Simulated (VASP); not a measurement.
# Driving VASP from ASE on WC

Do ASE scripts that read WC from different structure formats give one answer, and do several routes find one equilibrium volume? All runs use LDA. Left out of this account: 1 further run (self-consistent run: a reference on another mesh). The start is a computed cell from the Materials Project.

Method: LDA; plane waves and PAW (W, C), in VASP 6.6.1.

### Step 1. Starting point

The structure is cubic, space group Fm-3m (No. 225). Conventional cell: a = 4.385 Å, b = 4.385 Å, c = 4.385 Å, α = 90.00°, β = 90.00°, γ = 90.00°. Nearest to W lie 6 C at 2.19 Å. Nearest to C lie 6 W at 2.19 Å. Farther neighbours are not listed.

Structure file:

```xyz
2
Lattice="0.0000 2.1927 2.1927 2.1927 0.0000 2.1927 2.1927 2.1927 0.0000" Properties=species:S:1:pos:R:3 pbc="T T T"
W     0.0000    0.0000    0.0000
C     2.1927    2.1927    2.1927
```

### Step 2. A single point (LDA, through ASE)

A single point through ASE, with the structure read from a POSCAR.

run.py reads:

```python
import numpy as np
from ase.calculators.vasp import Vasp
from ase.io import read
from ase.dft.bandgap import bandgap

atoms = read('structure.vasp')

calc = Vasp(
    xc='lda',
    pp='LDA',
    prec='Accurate',
    encut=520,
    ediff=1e-06,
    nelm=100,
    ismear=-1,
    sigma=0.05,
    lreal=False,
    algo='Normal',
    nbands=11,
    lasph=True,
    lorbit=11,
    lwave=False,
    lcharg=False,
    kpar=2,
    isif=2,
    pp_version='64',
    setups={'W': '', 'C': ''},
    kpts=(15, 15, 15),
    gamma=True,
    txt='vasp.out',
)
atoms.calc = calc

print("energy (eV):", round(atoms.get_potential_energy(), 6))
print("Fermi level (eV):", round(calc.get_fermi_level(), 4))
print("forces (eV/A):")
print(np.round(atoms.get_forces(), 4))
print("stress (GPa, Voigt, tension positive):", np.round(atoms.get_stress() * 160.21766, 3))
gap, p1, p2 = bandgap(calc, direct=False)
print("gap on the mesh (eV):", round(gap, 4))
```

structure.vasp reads:

```
WC
1.0
    0.0000000000      2.1926840000      2.1926840000
    2.1926840000      0.0000000000      2.1926840000
    2.1926840000      2.1926840000      0.0000000000
W C
1 1
Direct
    0.0000000000      0.0000000000      0.0000000000
    0.5000000000      0.5000000000      0.5000000000
```

Potentials, in the order of the species: W and C (LDA family, release 64).

Run with:

```bash
> export ASE_VASP_COMMAND="mpirun -np 2 vasp_std"
> python run.py
```

Output:

```text
energy (eV): -23.854825
Fermi level (eV): 9.6088
forces (eV/A):
[[-0. -0. -0.]
 [ 0.  0.  0.]]
stress (GPa, Voigt, tension positive): [15.338 15.338 15.338  0.    -0.    -0.   ]
gap on the mesh (eV): 0.0
```

The job ended after 12 s (2 MPI ranks of AMD EPYC 7R43, shared host; peak memory 0.24 GiB; 23 s of CPU time).

Lines that name or quote the potential files are left out of all logs, and their timing lines are given in words.

ASE turned this into the INCAR:

```
ENCUT = 520.000000
SIGMA = 0.050000
EDIFF = 1.00e-06
ALGO = Normal
PREC = Accurate
ISIF = 2
ISMEAR = -1
KPAR = 2
LORBIT = 11
NBANDS = 11
NELM = 100
LASPH = .TRUE.
LCHARG = .FALSE.
LWAVE = .FALSE.
LREAL = .FALSE.
```

ASE turned this into the KPOINTS:

```
KPOINTS created by Atomic Simulation Environment
0
Gamma
15 15 15
0 0 0
```

VASP's own log, vasp.out:

```text
[banner, memory and clock lines left out]
running    2 mpi-ranks, on    1 nodes
 distrk:  each k-point on    1 cores,    2 groups
 distr:  one band on    1 cores,    1 groups

 POSCAR found type information on POSCAR W C
 POSCAR found :  2 types and       2 ions
 LDA part: xc-table for (Slater(with rela. corr.)+CA(PZ))
 , standard interpolation
 POSCAR, INCAR and KPOINTS ok, starting setup
 FFT: planning ... GRIDC
 FFT: planning ... GRID_SOFT
 FFT: planning ... GRID
 WAVECAR not read
 entering main loop
       N       E                     dE             d eps       ncg     rms          rms(c)
DAV:   1     0.186327420074E+02    0.18633E+02   -0.50353E+03  2656   0.816E+02
DAV:   2    -0.256993577475E+02   -0.44332E+02   -0.42222E+02  3101   0.186E+02
DAV:   3    -0.274132945315E+02   -0.17139E+01   -0.16926E+01  3200   0.313E+01
DAV:   4    -0.274230460500E+02   -0.97515E-02   -0.97446E-02  2880   0.278E+00
DAV:   5    -0.274230866480E+02   -0.40598E-04   -0.40593E-04  3152   0.166E-01    0.323E+01
DAV:   6    -0.240124863823E+02    0.34106E+01   -0.17931E+01  2960   0.248E+01    0.939E+00
DAV:   7    -0.239101588461E+02    0.10233E+00   -0.94760E-01  2727   0.751E+00    0.832E+00
DAV:   8    -0.238709863363E+02    0.39173E-01   -0.16774E-01  2918   0.306E+00    0.350E+00
DAV:   9    -0.238594396326E+02    0.11547E-01   -0.24986E-02  2820   0.108E+00    0.369E-01
DAV:  10    -0.238591673368E+02    0.27230E-03   -0.62977E-04  3035   0.198E-01    0.729E-02
DAV:  11    -0.238591637194E+02    0.36174E-05   -0.23332E-05  3036   0.333E-02    0.101E-02
DAV:  12    -0.238591633732E+02    0.34620E-06   -0.98966E-07  1851   0.734E-03
   1 F= -.23859163E+02 E0= -.23854825E+02  d E =-.867717E-02
```

Parts of OUTCAR (step 2):

```text
ion  position               nearest neighbor table
   1  0.000  0.000  0.000-   2 2.19   2 2.19   2 2.19   2 2.19   2 2.19   2 2.19
   2  0.500  0.500  0.500-   1 2.19   1 2.19   1 2.19   1 2.19   1 2.19   1 2.19

  LATTYP: Found a face centered cubic cell.
 ALAT       =     4.3853680000

 Subroutine GETGRP returns: Found 48 space group operations
 (whereof 48 operations were pure point group operations)

The static configuration has the point symmetry O_h .

 Found    120 irreducible k-points:

   k-points           NKPTS =    120   k-points in BZ     NKDIM =    120   number of bands    NBANDS=     11

   dimension x,y,z NGX =    24 NGY =   24 NGZ =   24
   dimension x,y,z NGXF=    48 NGYF=   48 NGZF=   48

   ENCUT  =  520.0 eV  38.22 Ry    6.18 a.u.   5.77  5.77  5.77*2*pi/ulx,y,z

   NELECT =      10.0000    total number of electrons

 k-points in reciprocal lattice and weights: KPOINTS created by Atomic Simulation Env
   0.00000000  0.00000000  0.00000000       0.000
   0.06666667  0.00000000  0.00000000       0.002
   0.13333333  0.00000000  0.00000000       0.002
   0.20000000  0.00000000  0.00000000       0.002
   0.26666667  0.00000000  0.00000000       0.002
   0.33333333  0.00000000  0.00000000       0.002
   0.40000000  0.00000000  0.00000000       0.002
   0.46666667  0.00000000  0.00000000       0.002
   0.06666667  0.06666667  0.00000000       0.002
[...]
-0.33333333  0.46666667  0.20000000       0.007
  -0.26666667  0.46666667  0.20000000       0.007

 average (electrostatic) potential at core
       1 -37.7257       2 -50.2965

 E-fermi :   9.6088

 k-point     1 :       0.0000    0.0000    0.0000
  band No.  band energies     occupation
    ...
      5       8.6248      2.00000
      6       8.6248      2.00000
      7       8.6829      2.00000
      8       8.6829      2.00000
      9       8.6829      2.00000
     10      16.3015      0.00000
     11      19.7503      0.00000

 k-point     2 :       0.0667    0.0000    0.0000
  band No.  band energies     occupation
    ...
      3       6.7641      2.00000
      4       6.7641      2.00000
      5       7.6153      2.00000
      6       7.6153      2.00000
      7       8.8663      2.00000
      8      10.0369      0.00038
      9      10.0369      0.00038
     10      16.5322      0.00000
     11      20.0428      0.00000

 k-point     3 :       0.1333    0.0000    0.0000
  band No.  band energies     occupation
    ...
      3       5.9843      2.00000
      4       5.9843      2.00000
      5       7.5964      2.00000
      6       7.5964      2.00000
      7       9.1666      1.99971
      8      11.5493      0.00000
      9      11.5493      0.00000
     10      17.1217      0.00000
     11      20.8273      0.00000

  Total       -2.0184752     -2.0184752     -2.0184752      0.0000000     -0.0000000      0.0000000
  in kB     -153.3825182   -153.3825182   -153.3825182      0.0000000     -0.0000000      0.0000000
  external PRESSURE =    -153.3825182 kB  Pullay stress =       0.0000000 kB

  energy-cutoff  :      520.00
  volume of cell :       21.08
      direct lattice vectors                 reciprocal lattice vectors
     0.000000000  2.192684000  2.192684000    -0.228031034  0.228031034  0.228031034
     2.192684000  0.000000000  2.192684000     0.228031034 -0.228031034  0.228031034
     2.192684000  2.192684000  0.000000000     0.228031034  0.228031034 -0.228031034

 POSITION                                       TOTAL-FORCE (eV/Angst)
 -----------------------------------------------------------------------------------
      0.00000      0.00000      0.00000        -0.000000     -0.000000     -0.000000
      2.19268      2.19268      2.19268         0.000000      0.000000      0.000000
 -----------------------------------------------------------------------------------
    total drift:                                0.000000     -0.000000      0.000000

  FREE ENERGIE OF THE ION-ELECTRON SYSTEM (eV)
  ---------------------------------------------------
  free  energy   TOTEN  =       -23.8591633732 eV

  energy  without entropy=      -23.8504862035  energy(sigma->0) =      -23.85482479

 total charge
# of ion       s       p       d       tot
------------------------------------------
    1        0.556   0.765   4.311   5.632
    2        0.849   1.575   0.000   2.424
--------------------------------------------------
tot          1.405   2.340   4.311   8.056

[... 3 further parts left out ...]
```

At this level the cell is under a tension of 15.3 GPa, so at these settings it is away from equilibrium. The data set W keeps the semicore shell frozen, which is cheaper and a little less accurate.

Numbers from this step:

* SCF cycles: 12
* electrons: 10
* bands: 11
* irreducible k-points: 120
* symmetry operations: 48
* free energy (TOTEN): -23.86 eV
* energy at zero smearing: -23.85 eV
* Fermi energy: 9.609 eV
* pressure: -15.34 GPa
* metallic: yes

The pressure is -15.34 GPa and the largest force 0.000 eV/Å, so the cell is not at a minimum at these settings.

[end of part 1 of 4]

[Lines on the potential files, build, host, timing and source positions are cut from VASP's logs without a mark.]

[Logs are printed without paths, hosts, clocks, repeated set-up lines and the standing remarks that a program may print on its own settings, such as how far it seeks lower states.]

[Hosts, paths, dates, database ids (printed as entryN), source tags and the programs' standing remarks are cut or masked in the printed files.]

[A measured line is paired with the nearest computed mode of its activity, which favours agreement.]
